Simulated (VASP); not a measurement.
Energy against volume of ZrC (rock salt). Method: rev-vdW-DF2, VASP's PBE PAW potentials (set 64) (plane waves; VASP).

```tsv
V (Å³/atom)	E (eV/atom)
12.173	-8.19254
12.561	-8.22074
12.950	-8.22956
13.338	-8.22176
13.727	-8.19963
```

Q: Fit a third-order Birch-Murnaghan equation of state.

A: 
* **volume per atom**: 12.95 Å³/atom
* **bulk modulus**: 228 GPa
* **pressure derivative of the bulk modulus**: 4.03
* **lattice constant a**: 4.697 Å

Measured: a 4.696 Å (computed value off by +0.0 %), as given by Guo-Xu Zhang et al., New Journal of Physics (2018), doi:10.1088/1367-2630/aac7f0. The calculation is for a static lattice, while the measured a holds thermal and zero-point effects, which are part of the difference.

The compound is ZrC in the rock salt structure. It was relaxed first.
